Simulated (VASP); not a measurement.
Level of theory: LDA (Ceperley-Alder, Perdew-Zunger), VASP's LDA PAW potentials (set 64) (plane waves; VASP).

Input for VASP

**INCAR**
```
! general
SYSTEM  = MgS
PREC    = Accurate
ENCUT   = 400
LREAL   = F
LASPH   = T
NBANDS  = 24

! electronic loop
EDIFF   = 1E-7
NELM    = 100
ALGO    = Normal

! smearing
ISMEAR  = 0
SIGMA   = 0.01

! output
LWAVE   = F
LCHARG  = F
NEDOS   = 1001

! other
LOPTICS = T
CSHIFT  = 0.1
```

### POSCAR
```
MgS
1
    0.0000000000     2.5587185624     2.5587185624
    2.5587185624     0.0000000000     2.5587185624
    2.5587185624     2.5587185624     0.0000000000
Mg S
1 1
Direct
  0.0000000000   0.0000000000   0.0000000000
  0.5000000000   0.5000000000   0.5000000000
```

KPOINTS:
```
kpoints
0
G
  11 11 11
```

POTCAR, in this order: Mg S (LDA.64 set). Program: vasp_std.

Output

**OUTCAR**
```
 ion  position               nearest neighbor table
   1  0.000  0.000  0.000-   2 2.56   2 2.56   2 2.56   2 2.56   2 2.56   2 2.56
   2  0.500  0.500  0.500-   1 2.56   1 2.56   1 2.56   1 2.56   1 2.56   1 2.56
  LATTYP: Found a face centered cubic cell.
 ALAT       =     5.1174371248
 Subroutine PRICEL returns:
 Original cell was already a primitive cell.
 Subroutine GETGRP returns: Found 48 space group operations
The static configuration has the point symmetry O_h .
The dynamic configuration has the point symmetry O_h .
 Subroutine INISYM returns: Found 48 space group operations
 Subroutine IBZKPT returns following result:
 Found     56 irreducible k-points:

 Following reciprocal coordinates:
            Coordinates               Weight
  0.000000  0.000000  0.000000      1.000000
  0.090909  0.000000  0.000000      8.000000
  0.181818  0.000000  0.000000      8.000000
  0.272727  0.000000  0.000000      8.000000
  0.363636  0.000000  0.000000      8.000000
  0.454545  0.000000  0.000000      8.000000
  0.090909  0.090909  0.000000      6.000000
  0.181818  0.090909  0.000000     24.000000
  0.272727  0.090909  0.000000     24.000000
  0.363636  0.090909  0.000000     24.000000
  0.454545  0.090909  0.000000     24.000000
 -0.454545  0.090909  0.000000     24.000000
 -0.363636  0.090909  0.000000     24.000000
 -0.272727  0.090909  0.000000     24.000000
 -0.181818  0.090909  0.000000     24.000000
 -0.090909  0.090909  0.000000     12.000000
  0.181818  0.181818  0.000000      6.000000
  0.272727  0.181818  0.000000     24.000000
  0.363636  0.181818  0.000000     24.000000
  0.454545  0.181818  0.000000     24.000000
 -0.454545  0.181818  0.000000     24.000000
 -0.363636  0.181818  0.000000     24.000000
 -0.272727  0.181818  0.000000     24.000000
 -0.181818  0.181818  0.000000     12.000000
  0.272727  0.272727  0.000000      6.000000
  0.363636  0.272727  0.000000     24.000000
  0.454545  0.272727  0.000000     24.000000
 -0.454545  0.272727  0.000000     24.000000
 -0.363636  0.272727  0.000000     24.000000
 -0.272727  0.272727  0.000000     12.000000
  0.363636  0.363636  0.000000      6.000000
  0.454545  0.363636  0.000000     24.000000
 -0.454545  0.363636  0.000000     24.000000
 -0.363636  0.363636  0.000000     12.000000
  0.454545  0.454545  0.000000      6.000000
 -0.454545  0.454545  0.000000     12.000000
  0.272727  0.181818  0.090909     24.000000
  0.363636  0.181818  0.090909     48.000000
  0.454545  0.181818  0.090909     48.000000
 -0.454545  0.181818  0.090909     48.000000
   k-points           NKPTS =     56   k-points in BZ     NKDIM =     56   number of bands    NBANDS=     24
   number of dos      NEDOS =   1001   number of ions     NIONS =      2
   total plane-waves  NPLWV =  13824
   dimension x,y,z NGX =    24 NGY =   24 NGZ =   24
   dimension x,y,z NGXF=    48 NGYF=   48 NGZF=   48
   ions per type =               1   1
   PREC   = accura    normal or accurate (medium, high low for compatibility)
   ISTART =      0    job   : 0-new  1-cont  2-samecut
   ICHARG =      2    charge: 1-file 2-atom 10-const
   ISPIN  =      1    spin polarized calculation?
   LNONCOLLINEAR =      F non collinear calculations
   LSORBIT =      F    spin-orbit coupling
   INIWAV =      1    electr: 0-lowe 1-rand  2-diag
   ENCUT  =  400.0 eV  29.40 Ry    5.42 a.u.   5.90  5.90  5.90*2*pi/ulx,y,z
   NELM   =    100;   NELMIN=  2; NELMDL= -5     # of ELM steps
   EDIFF  = 0.1E-06   stopping-criterion for ELM
   LREAL  =      F    real-space projection
   NLSPLINE    = F    spline interpolate recip. space projectors
   LMAXMIX     =    2 max onsite mixed and CHGCAR
...
```

File OSZICAR:
```
       N       E                     dE             d eps       ncg     rms          rms(c)
DAV:   1     0.157467124706E+02    0.15747E+02   -0.26825E+03  2880   0.216E+02
DAV:   2    -0.928316169132E+01   -0.25030E+02   -0.24026E+02  3552   0.610E+01
DAV:   3    -0.100118994751E+02   -0.72874E+00   -0.72658E+00  3376   0.926E+00
DAV:   4    -0.100140964787E+02   -0.21970E-02   -0.21969E-02  3208   0.564E-01
DAV:   5    -0.100141066287E+02   -0.10150E-04   -0.10150E-04  3400   0.381E-02    0.463E+00
DAV:   6    -0.964565347081E+01    0.36845E+00   -0.50562E-01  3120   0.159E+00    0.361E+00
DAV:   7    -0.959735973473E+01    0.48294E-01   -0.13301E-01  3344   0.892E-01    0.217E+00
DAV:   8    -0.959265289754E+01    0.47068E-02   -0.80536E-03  3144   0.276E-01    0.730E-01
DAV:   9    -0.959242560823E+01    0.22729E-03   -0.29369E-04  3336   0.496E-02    0.358E-01
DAV:  10    -0.959240154815E+01    0.24060E-04   -0.16132E-04  3280   0.324E-02    0.123E-01
DAV:  11    -0.959239833433E+01    0.32138E-05   -0.50263E-06  3280   0.673E-03    0.238E-02
DAV:  12    -0.959239827387E+01    0.60460E-07   -0.24629E-07  3376   0.152E-03
   1 F= -.95923983E+01 E0= -.95923983E+01  d E =-.185685E-12
 imaginary and real dielectric function
```

**OUTCAR**
```
------------------------ aborting loop because EDIFF is reached ----------------------------------------
  FORCE on cell =-STRESS in cart. coord.  units (eV):
  Direction    XX          YY          ZZ          XY          YZ          ZX
  --------------------------------------------------------------------------------------
  Total       -0.0008086     -0.0008086     -0.0008086      0.0000000      0.0000000      0.0000000
  in kB       -0.0386661     -0.0386661     -0.0386661      0.0000000      0.0000000      0.0000000
  external PRESSURE =      -0.0386661 kB  Pullay stress =       0.0000000 kB
  volume of cell :       33.50
      direct lattice vectors                 reciprocal lattice vectors
     0.000000000  2.558718562  2.558718562    -0.195410315  0.195410315  0.195410315
     2.558718562  0.000000000  2.558718562     0.195410315 -0.195410315  0.195410315
     2.558718562  2.558718562  0.000000000     0.195410315  0.195410315 -0.195410315
 POSITION                                       TOTAL-FORCE (eV/Angst)
 -----------------------------------------------------------------------------------
      0.00000      0.00000      0.00000         0.000000      0.000000     -0.000000
      2.55872      2.55872      2.55872        -0.000000     -0.000000      0.000000
 -----------------------------------------------------------------------------------
    total drift:                               -0.000000     -0.000000      0.000000
  FREE ENERGIE OF THE ION-ELECTRON SYSTEM (eV)
  ---------------------------------------------------
  free  energy   TOTEN  =        -9.5923982739 eV

  energy  without entropy=       -9.5923982739  energy(sigma->0) =       -9.59239827

 plasma frequency squared (from intraband transitions) (eV^2)
  --------------------------------------------------------------------------------------
       0.000       0.000       0.000
       0.000       0.000       0.000
      -0.000       0.000       0.000

 plasma frequency squared (from interband transitions, int dw w eps(2)(w)) (eV^2)
  --------------------------------------------------------------------------------------
     291.941       0.000       0.000      -0.000      -0.000      -0.000
       0.000       0.000     291.941       0.000      -0.000      -0.000
      -0.000       0.000      -0.000       0.000     291.941       0.000
```
(Selected blocks of OUTCAR.)

File OUTCAR:
```
 val. band max:        4.0425893247   @ k =   0.0000   0.0000   0.0000

 cond. band min:       6.7953241635   @ k =   0.4545   0.4545   0.0000


 Fermi energy:         4.0850650727

 k-point     1 :       0.0000    0.0000    0.0000
  band No.  band energies     occupation
      1      -8.8940      2.00000
      2       4.0426      2.00000
      3       4.0426      2.00000
      4       4.0426      2.00000
      5       7.9386      0.00000
      6      11.8429      0.00000
      7      11.8429      0.00000
      8      11.8429      0.00000
      9      14.3588      0.00000
     10      14.3588      0.00000
     11      16.5114      0.00000
     12      17.3682      0.00000
     13      17.3682      0.00000
     14      17.3682      0.00000
     15      25.7006      0.00000
     16      31.0857      0.00000
     17      31.0857      0.00000
     18      31.0857      0.00000
     19      35.8690      0.00000
     20      35.8690      0.00000
     21      35.8690      0.00000
     22      36.6905      0.00000
     23      36.6905      0.00000
     24      39.5287      0.00000

 k-point     2 :       0.0909    0.0000    0.0000
  band No.  band energies     occupation
      1      -8.8055      2.00000
      2       3.3913      2.00000
      3       3.9801      2.00000
      4       3.9801      2.00000
      5       8.4440      0.00000
      6      11.6275      0.00000
      7      12.0140      0.00000
      8      12.0140      0.00000
      9      13.9198      0.00000
     10      13.9198      0.00000
     11      16.9504      0.00000
     12      17.5132      0.00000
     13      18.1736      0.00000
     14      18.1736      0.00000
     15      26.1103      0.00000
     16      30.1744      0.00000
     17      30.2563      0.00000
     18      30.2563      0.00000
     19      34.9073      0.00000
     20      34.9073      0.00000
     21      36.5936      0.00000
     22      37.1458      0.00000
     23      37.1458      0.00000
     24      39.3586      0.00000
...
```

The compound is MgS in the rock salt structure. It was relaxed first.
